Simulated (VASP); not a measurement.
Output of a VASP run:

File OSZICAR:
```
       N       E                     dE             d eps       ncg     rms          rms(c)
DAV:   1    -0.306276653460E+01   -0.30628E+01   -0.97864E+02  2135   0.277E+02
DAV:   2    -0.435771877960E+01   -0.12950E+01   -0.11866E+01  2620   0.322E+01
DAV:   3    -0.436280403945E+01   -0.50853E-02   -0.50926E-02  2360   0.166E+00
DAV:   4    -0.436280588874E+01   -0.18493E-05   -0.18491E-05  2950   0.298E-02
DAV:   5    -0.436280588879E+01   -0.48402E-10   -0.62861E-10  2395   0.119E-04    0.821E-01
DAV:   6    -0.423064534424E+01    0.13216E+00   -0.65738E-02  2055   0.200E+00    0.502E-01
DAV:   7    -0.425553708032E+01   -0.24892E-01   -0.27103E-02  2065   0.117E+00    0.210E-01
DAV:   8    -0.423633017910E+01    0.19207E-01   -0.92380E-03  2035   0.682E-01    0.159E-02
DAV:   9    -0.423585698476E+01    0.47319E-03   -0.44073E-05  2610   0.523E-02    0.680E-03
DAV:  10    -0.423592261745E+01   -0.65633E-04   -0.19056E-05  2160   0.400E-02    0.358E-03
DAV:  11    -0.423588071054E+01    0.41907E-04   -0.10981E-05  2245   0.222E-02    0.135E-04
DAV:  12    -0.423588033933E+01    0.37121E-06   -0.13249E-08  1480   0.121E-03
   1 F= -.42358803E+01 E0= -.42358161E+01  d E =-.423588E+01
       N       E                     dE             d eps       ncg     rms          rms(c)
DAV:   1    -0.424079166459E+01   -0.49110E-02   -0.12402E-02  2055   0.124E+00    0.471E-02
DAV:   2    -0.424094719825E+01   -0.15553E-03   -0.32025E-04  2250   0.146E-01    0.338E-02
DAV:   3    -0.424263735477E+01   -0.16902E-02   -0.10537E-03  2030   0.257E-01    0.316E-02
DAV:   4    -0.424086741632E+01    0.17699E-02   -0.78291E-04  2030   0.208E-01    0.956E-04
DAV:   5    -0.424086663653E+01    0.77979E-06   -0.87507E-07  2425   0.905E-03
   2 F= -.42408666E+01 E0= -.42407728E+01  d E =-.498630E-02
       N       E                     dE             d eps       ncg     rms          rms(c)
DAV:   1    -0.424094582356E+01   -0.78407E-04   -0.22170E-04  2060   0.166E-01    0.645E-03
DAV:   2    -0.424095234749E+01   -0.65239E-05   -0.71091E-06  2270   0.223E-02    0.466E-03
DAV:   3    -0.424096847626E+01   -0.16129E-04   -0.28721E-05  2030   0.441E-02    0.488E-03
DAV:   4    -0.424095340997E+01    0.15066E-04   -0.21683E-05  2030   0.362E-02    0.131E-04
DAV:   5    -0.424095335734E+01    0.52631E-07   -0.17121E-08  1095   0.135E-03
   3 F= -.42409534E+01 E0= -.42408572E+01  d E =-.507302E-02
```

File OUTCAR:
```
------------------------ aborting loop because EDIFF is reached ----------------------------------------
  FORCE on cell =-STRESS in cart. coord.  units (eV):
  Direction    XX          YY          ZZ          XY          YZ          ZX
  --------------------------------------------------------------------------------------
  Total       -0.0021318     -0.0021318     -0.0021318      0.0000000     -0.0000000     -0.0000000
  in kB       -0.4364600     -0.4364600     -0.4364600      0.0000000     -0.0000000     -0.0000000
  external PRESSURE =      -0.4364600 kB  Pullay stress =       0.0000000 kB
  volume of cell :        7.83
      direct lattice vectors                 reciprocal lattice vectors
    -1.250697642  1.250697642  1.250697642     0.000000000  0.399776879  0.399776879
     1.250697642 -1.250697642  1.250697642     0.399776879  0.000000000  0.399776879
     1.250697642  1.250697642 -1.250697642     0.399776879  0.399776879  0.000000000
 POSITION                                       TOTAL-FORCE (eV/Angst)
 -----------------------------------------------------------------------------------
      0.00000      0.00000      0.00000         0.000000     -0.000000      0.000000
 -----------------------------------------------------------------------------------
    total drift:                               -0.000000     -0.000000      0.000000
  FREE ENERGIE OF THE ION-ELECTRON SYSTEM (eV)
  ---------------------------------------------------
  free  energy   TOTEN  =        -4.2409533573 eV

  energy  without entropy=       -4.2406648347  energy(sigma->0) =       -4.24085718

 reached required accuracy - stopping structural energy minimisation
```
(Selected blocks of OUTCAR.)

File POSCAR:
```
Be
1
   -1.2676680000     1.2676680000     1.2676680000
    1.2676680000    -1.2676680000     1.2676680000
    1.2676680000     1.2676680000    -1.2676680000
Be
1
Direct
  0.0000000000   0.0000000000   0.0000000000
```

### Question
Reconstruct the remaining input files.

### Answer
One answer among several that fit: the input of the run itself, r2SCAN meta-GGA, plane waves, VASP's PBE PAW potentials (set 64).

**INCAR**
```
ALGO  =  Normal
EDIFF  =  1E-6
EDIFFG  =  -0.01
ENCUT  =  400
IBRION  =  2
ISIF  =  3
ISMEAR  =  1
LASPH  =  .True.
LCHARG  =  .False.
LMIXTAU  =  .True.
LREAL  =  .False.
LWAVE  =  .False.
METAGGA  =  R2SCAN
NELM  =  100
NSW  =  60
PREC  =  Accurate
SIGMA  =  0.1
SYSTEM  =  Be
```

File KPOINTS:
```
kpoints
0
Gamma
  18 18 18
0 0 0
```

POTCAR, in this order: Be (PBE.64 set). Program: vasp_std.

Energy and stress use the plane-wave basis of the starting cell.

The structure was generated: Be was put into the bcc type (Im-3m), which need not be its known phase. This run relaxes it. Symmetry was kept, so distortions that lower it aren't found.
